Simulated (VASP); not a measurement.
Computed with rev-vdW-DF2, VASP's PBE PAW potentials (set 64) (plane waves; VASP 6.6.1).

VASP input:

### POSCAR
```
TiCo
1
    2.9486880978     0.0000000000     0.0000000000
    0.0000000000     2.9486880978     0.0000000000
    0.0000000000     0.0000000000     2.9486880978
Ti Co
1 1
Direct
  0.0000000000   0.0000000000   0.0000000000
  0.5000000000   0.5000000000   0.5000000000
```

**INCAR**
```
! general
SYSTEM    =  TiCo
PREC      =  Accurate
ENCUT     =  520   ! plane-wave cut-off (eV)
LREAL     =  .FALSE.   ! projection in real space or not
LASPH     =  .TRUE.   ! aspherical one-centre terms
ICHARG    =  11

! electronic loop
EDIFF     =  1E-7   ! SCF stop (eV)
NELM      =  100   ! most electronic steps
ALGO      =  Normal
LMAXMIX   =  4   ! l cut-off of mixed one-centre charges

! smearing
ISMEAR    =  0   ! Gaussian
SIGMA     =  0.05

! functional
GGA       =  MK
LUSE_VDW  =  .TRUE.
AGGAC     =  0.0
PARAM1    =  0.1234568
PARAM2    =  0.7114
ZAB_VDW   =  -1.8867

! output
LWAVE     =  .FALSE.
LCHARG    =  .FALSE.
LORBIT    =  11
```

KPOINTS:
```
k-points along high-symmetry lines
15
Line-mode
Reciprocal
  0.000000   0.000000   0.000000 ! GAMMA
  0.000000   0.500000   0.000000 ! X

  0.000000   0.500000   0.000000 ! X
  0.500000   0.500000   0.000000 ! M

  0.500000   0.500000   0.000000 ! M
  0.000000   0.000000   0.000000 ! GAMMA

  0.000000   0.000000   0.000000 ! GAMMA
  0.500000   0.500000   0.500000 ! R

  0.500000   0.500000   0.500000 ! R
  0.000000   0.500000   0.000000 ! X

  0.500000   0.500000   0.500000 ! R
  0.500000   0.500000   0.000000 ! M
```

POTCAR, in this order: Ti_sv Co (PBE.64 set). Program: vasp_std. Read from the step before: CHGCAR.

Output

OSZICAR:
```
       N       E                     dE             d eps       ncg     rms          rms(c)
DAV:   1     0.155952501852E+03    0.15595E+03   -0.10735E+04  2520   0.192E+03
DAV:   2    -0.171928235091E+01   -0.15767E+03   -0.15499E+03  2586   0.411E+02
DAV:   3    -0.110610357780E+02   -0.93418E+01   -0.92334E+01  4030   0.107E+02
DAV:   4    -0.113158608801E+02   -0.25483E+00   -0.25383E+00  3090   0.145E+01
DAV:   5    -0.113271411433E+02   -0.11280E-01   -0.11280E-01  3646   0.270E+00
DAV:   6    -0.113273100067E+02   -0.16886E-03   -0.16886E-03  3042   0.317E-01
DAV:   7    -0.113273149400E+02   -0.49333E-05   -0.49334E-05  3822   0.510E-02
DAV:   8    -0.113273150246E+02   -0.84604E-07   -0.84034E-07  3040   0.610E-03
   1 F= -.11327315E+02 E0= -.11324738E+02  d E =-.515470E-02
```

**OUTCAR**
```
 val. band max:       10.0542266253   @ k =   0.4286   0.5000   0.0000

 cond. band min:      10.0816194800   @ k =   0.2143   0.5000   0.0000



 k-point     1 :       0.0000    0.0000    0.0000
  band No.  band energies     occupation
      1     -46.6745      2.00000
      2     -22.8769      2.00000
      3     -22.8769      2.00000
      4     -22.8769      2.00000
      5       2.5386      2.00000
      6       6.3546      2.00000
      7       6.3546      2.00000
      8       8.7569      2.00000
      9       8.7569      2.00000
     10       8.7569      2.00000
     11      11.0805      0.00000
     12      11.0805      0.00000
     13      13.0870      0.00000
     14      13.0870      0.00000

 k-point     2 :       0.0000    0.0357    0.0000
  band No.  band energies     occupation
      1     -46.6740      2.00000
      2     -22.8812      2.00000
      3     -22.8765      2.00000
      4     -22.8765      2.00000
      5       2.5649      2.00000
      6       6.3665      2.00000
      7       6.3674      2.00000
      8       8.7551      2.00000
      9       8.7551      2.00000
     10       8.7618      2.00000
     11      11.0666      0.00000
     12      11.0861      0.00000
     13      13.0489      0.00000
     14      13.0675      0.00000

 k-point     3 :       0.0000    0.0714    0.0000
  band No.  band energies     occupation
      1     -46.6726      2.00000
      2     -22.8942      2.00000
      3     -22.8756      2.00000
      4     -22.8756      2.00000
      5       2.6433      2.00000
      6       6.4019      2.00000
      7       6.4050      2.00000
      8       8.7498      2.00000
      9       8.7498      2.00000
     10       8.7763      2.00000
     11      11.0253      0.00000
     12      11.1023      0.00000
     13      12.9399      0.00000
     14      12.9399      0.00000

 k-point     4 :       0.0000    0.1071    0.0000
  band No.  band energies     occupation
      1     -46.6703      2.00000
...
```

The density is held fixed in this step, so its total energy and stress have no physical meaning.

The compound is TiCo in the CsCl type structure. It was relaxed first. The run is not spin-polarised, so no magnetic state was tried. The electron count is odd and the run is not spin-polarised, which forces a metal.
